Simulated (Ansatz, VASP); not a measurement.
**SiH2C (H-SiC-H chair bilayer, AB) in two plane-wave programs**

Wanted: the spread between two codes on one cell, functional and k mesh. The cell is taken from a series of runs on this material, whose earlier steps may have relaxed, scaled, displaced or heated it; both programs get it as it stands.

Calculated with Ansatz 0.2.0; plane waves, with VASP 6.6.1 beside it; single point at PBEsol with D3(BJ).

## 1. Set-up

The cell holds 8 atoms: 4 H, 2 C and 2 Si. Its edges and angles: a = 3.093 Å, b = 3.093 Å, c = 25.907 Å, α = 90.0°, β = 90.0°, γ = 120.0°. Vacuum lies along c.

## 2. VASP: single point, PBEsol with D3(BJ)

With cell and atoms fixed, the geometry can't cause a difference; cores, projectors, grids and the points listed under the comparison can.

Lines of VASP's logs that name or quote its potential files are left out, and so is its time.

Input file INCAR:

```
SYSTEM = SiH2C
PREC = Accurate
ENCUT = 520
EDIFF = 1E-06
NELM = 120
ISMEAR = -1
SIGMA = 0.05
LREAL = .FALSE.
ALGO = Normal
GGA = PS
IVDW = 12
NBANDS = 18
LORBIT = 11
LWAVE = .FALSE.
LCHARG = .FALSE.
ISIF = 2
LDIPOL = .TRUE.
IDIPOL = 3
DIPOL = 0.5 0.5 0.496
LVHAR = .TRUE.
LASPH = .TRUE.
GGA_COMPAT = .FALSE.
EFERMI = MIDGAP
NELMDL = -8
KPAR = 2
```

Input file POSCAR:

```
SiH2C
1.0
    3.0927671508      0.0000000000      0.0000000000
   -1.5463835754      2.6784149206      0.0000000000
    0.0000000000      0.0000000000     25.9069415725
H C Si
4 2 2
Direct
    0.6666666667      0.3333333333      0.3473972400
    0.3333333333      0.6666666667      0.4704725502
    0.0000000000      0.0000000000      0.5296267138
    0.6666666667      0.3333333333      0.6526027600
    0.6666666667      0.3333333333      0.3902351017
    0.0000000000      0.0000000000      0.5724390801
    0.3333333333      0.6666666667      0.4125503886
    0.6666666667      0.3333333333      0.5946565143
```

Input file KPOINTS:

```
Automatic mesh
0
Gamma
18 18 1
0 0 0
```

The projector-augmented-wave data sets are H, C and Si (PBE family, release 64).

Launch:

```
$ mpirun -np 2 vasp_std
```

Numbers of over 12 decimals in the logs are rounded to 6 here.

The log of the run:

```text
[banner, memory and clock lines left out]
running    2 mpi-ranks, on    1 nodes
 distrk:  each k-point on    1 cores,    2 groups
 distr:  one band on    1 cores,    1 groups

 POSCAR found type information on POSCAR H C Si
 POSCAR found :  3 types and       8 ions
|                                                                             |
|               ----> ADVICE to this user running VASP <----                  |
|                                                                             |
|     You enforced a specific xc type in the INCAR file but a different       |
|     [... a line on the potential file left out ...]
|     I HOPE YOU KNOW WHAT YOU ARE DOING!                                     |
|                                                                             |

 LDA part: xc-table for (Slater+PW92), standard interpolation
 POSCAR, INCAR and KPOINTS ok, starting setup
 FFT: planning ... GRIDC
 FFT: planning ... GRID_SOFT
 FFT: planning ... GRID
 WAVECAR not read
 entering main loop
       N       E                     dE             d eps       ncg     rms          rms(c)
DAV:   1     0.105541179590E+03    0.10554E+03   -0.71224E+03  1332   0.819E+02
DAV:   2    -0.336579164077E+02   -0.13920E+03   -0.13077E+03  1768   0.173E+02
DAV:   3    -0.495227224385E+02   -0.15865E+02   -0.15740E+02  1670   0.632E+01
DAV:   4    -0.501115821160E+02   -0.58886E+00   -0.58730E+00  1912   0.147E+01
DAV:   5    -0.501304793321E+02   -0.18897E-01   -0.18886E-01  1892   0.241E+00
DAV:   6    -0.501313470499E+02   -0.86772E-03   -0.86762E-03  2018   0.537E-01
DAV:   7    -0.501313875621E+02   -0.40512E-04   -0.40511E-04  1948   0.103E-01
DAV:   8    -0.501313891194E+02   -0.15573E-05   -0.15573E-05  1986   0.186E-02    0.135E+01
DAV:   9    -0.454410485754E+02    0.46903E+01   -0.10718E+01  1700   0.173E+01    0.647E+00
DAV:  10    -0.450560183484E+02    0.38503E+00   -0.21822E+00  1900   0.780E+00    0.283E+00
DAV:  11    -0.449422262864E+02    0.11379E+00   -0.20564E-01  1918   0.280E+00    0.803E-01
DAV:  12    -0.449194480682E+02    0.22778E-01   -0.41329E-02  1922   0.130E+00    0.225E-01
DAV:  13    -0.449166535454E+02    0.27945E-02   -0.11046E-02  1900   0.596E-01    0.158E-01
DAV:  14    -0.449143747539E+02    0.22788E-02   -0.33584E-03  1832   0.410E-01    0.638E-02
[...]
DAV:  20    -0.449164935659E+02   -0.14973E-03   -0.68733E-06  1554   0.121E-02    0.211E-03
DAV:  21    -0.449165431634E+02   -0.49598E-04   -0.19244E-06  1438   0.547E-03    0.135E-03
DAV:  22    -0.449165782328E+02   -0.35069E-04   -0.22935E-06  1414   0.536E-03    0.778E-04
DAV:  23    -0.449165859271E+02   -0.76943E-05   -0.29307E-07  1346   0.244E-03    0.454E-04
DAV:  24    -0.449165939241E+02   -0.79970E-05   -0.37185E-07  1276   0.222E-03    0.303E-04
DAV:  25    -0.449165973457E+02   -0.34216E-05   -0.66978E-08  1340   0.112E-03    0.230E-04
DAV:  26    -0.449166004529E+02   -0.31072E-05   -0.53128E-08  1274   0.796E-04    0.162E-04
DAV:  27    -0.449166011714E+02   -0.71843E-06   -0.82613E-09  1364   0.480E-04
   1 F= -.45508082E+02 E0= -.45508082E+02  d E =-.227232E-10
```

Parts of OUTCAR (step 2):

```text
ion  position               nearest neighbor table
   1  0.667  0.333  0.347-   5 1.11
   2  0.333  0.667  0.470-   7 1.50
   3  0.000  0.000  0.530-   6 1.11
   4  0.667  0.333  0.653-   8 1.50
   5  0.667  0.333  0.390-   1 1.11   7 1.88   7 1.88   7 1.88
   6  0.000  0.000  0.572-   3 1.11   8 1.88   8 1.88   8 1.88
   7  0.333  0.667  0.413-   2 1.50   5 1.88   5 1.88   5 1.88
   8  0.667  0.333  0.595-   4 1.50   6 1.88   6 1.88   6 1.88

  LATTYP: Found a hexagonal cell.
 ALAT       =     3.0927671508
 C/A-ratio  =     8.3766220699

 Subroutine GETGRP returns: Found  6 space group operations
 (whereof  6 operations were pure point group operations)

The static configuration has the point symmetry C_3v.

 Found     37 irreducible k-points:

   k-points           NKPTS =     37   k-points in BZ     NKDIM =     37   number of bands    NBANDS=     18

   dimension x,y,z NGX =    24 NGY =   24 NGZ =  196
   dimension x,y,z NGXF=    48 NGYF=   48 NGZF=  392

   ENCUT  =  520.0 eV  38.22 Ry    6.18 a.u.   5.75  5.75 48.17*2*pi/ulx,y,z

   NELECT =      20.0000    total number of electrons

 k-points in reciprocal lattice and weights: Automatic mesh
   0.00000000  0.00000000  0.00000000       0.003
   0.05555556  0.00000000  0.00000000       0.019
   0.11111111  0.00000000  0.00000000       0.019
   0.16666667  0.00000000  0.00000000       0.019
   0.22222222  0.00000000  0.00000000       0.019
   0.27777778  0.00000000  0.00000000       0.019
   0.33333333  0.00000000  0.00000000       0.019
   0.38888889  0.00000000  0.00000000       0.019
   0.44444444  0.00000000  0.00000000       0.019
[...]
0.33333333  0.27777778  0.00000000       0.037
   0.33333333  0.33333333  0.00000000       0.006

 dipolmoment           0.000000      0.000000      0.157255 electrons x Angstroem

 average (electrostatic) potential at core
       1 -39.7823       2 -37.6847       3 -38.1536       4 -35.9901       5 -56.0957
       6 -54.4430       7 -90.7945       8 -89.1560

 E-fermi :  -0.6480

 k-point     1 :       0.0000    0.0000    0.0000
  band No.  band energies     occupation
    ...
      6      -3.8852      2.00000
      7      -3.3683      2.00000
      8      -3.3683      2.00000
      9      -1.7332      2.00000
     10      -1.7332      2.00000
     11       0.4371      0.00000
     12       1.6614      0.00000
     13       2.5306      0.00000
     14       2.9328      0.00000
     15       3.6498      0.00000
    ...

 k-point     2 :       0.0556    0.0000    0.0000
  band No.  band energies     occupation
    ...
      6      -3.8790      2.00000
      7      -3.6286      2.00000
      8      -3.4368      2.00000
      9      -1.9979      2.00000
     10      -1.8017      2.00000
     11       0.4929      0.00000
     12       1.7233      0.00000
     13       2.7095      0.00000
     14       2.9964      0.00000
     15       3.6826      0.00000
    ...

 k-point     3 :       0.1111    0.0000    0.0000
  band No.  band energies     occupation
    ...
      6      -4.3195      2.00000
      7      -3.8383      2.00000
      8      -3.6236      2.00000
      9      -2.6719      2.00000
     10      -1.9886      2.00000
     11       0.6562      0.00000
     12       1.9072      0.00000
     13       2.9583      0.00000
     14       3.1920      0.00000
     15       3.7400      0.00000
    ...

 Edisp (eV)   -0.59148

  Total       0.03271     0.03271     0.05982     0.00000     0.00000     0.00000
  in kB       0.24421     0.24421     0.44657     0.00000     0.00000     0.00000
  external pressure =        0.31 kB  Pullay stress =        0.00 kB

  energy-cutoff  :      520.00
  volume of cell :      214.61
      direct lattice vectors                 reciprocal lattice vectors
     3.092767151  0.000000000  0.000000000     0.323335043  0.186677574  0.000000000
    -1.546383575  2.678414921  0.000000000     0.000000000  0.373355148  0.000000000
     0.000000000  0.000000000 25.906941572     0.000000000  0.000000000  0.038599693

 POSITION                                       TOTAL-FORCE (eV/Angst)
 -----------------------------------------------------------------------------------
      1.54638      0.89280      9.00000        -0.000000      0.000000     -0.036896
     -0.00000      1.78561     12.18850        -0.000000      0.000000      0.002906
      0.00000      0.00000     13.72101        -0.000000      0.000000     -0.036518
      1.54638      0.89280     16.90694        -0.000000      0.000000      0.003232
      1.54638      0.89280     10.10980         0.000000     -0.000000      0.017493
      0.00000      0.00000     14.83015        -0.000000     -0.000000      0.017741
     -0.00000      1.78561     10.68792        -0.000000      0.000000      0.015977
      1.54638      0.89280     15.40573        -0.000000      0.000000      0.016065
 -----------------------------------------------------------------------------------
    total drift:                               -0.000000      0.000000      0.000154

  FREE ENERGIE OF THE ION-ELECTRON SYSTEM (eV)
  ---------------------------------------------------
  free  energy   TOTEN  =       -45.5080820497 eV

  energy  without entropy=      -45.5080820497  energy(sigma->0) =      -45.50808205

 vacuum level on the upper side and lower side of the slab         4.508         1.073

 total charge
# of ion       s       p       d       tot
------------------------------------------
    1        0.608   0.045   0.000   0.652
    2        0.564   0.013   0.000   0.578
    3        0.607   0.046   0.000   0.653
    4        0.565   0.013   0.000   0.578
    5        0.833   1.728   0.000   2.561
    6        0.834   1.730   0.000   2.564
    7        0.719   1.007   0.000   1.726
    8        0.719   1.006   0.000   1.725
--------------------------------------------------
tot          5.449   5.588   0.000  11.037

[... 3 further parts left out ...]
```

(Part 1 of 2 ends here.)

[Lines on the potential files, build, host, timing and source positions are cut from VASP's logs without a mark.]

[Logs are printed without paths, hosts, clocks, repeated set-up lines and the standing remarks that a program may print on its own settings, such as how far it seeks lower states.]

[Hosts, paths, dates, database ids (printed as entryN), source tags and the programs' standing remarks are cut or masked in the printed files.]
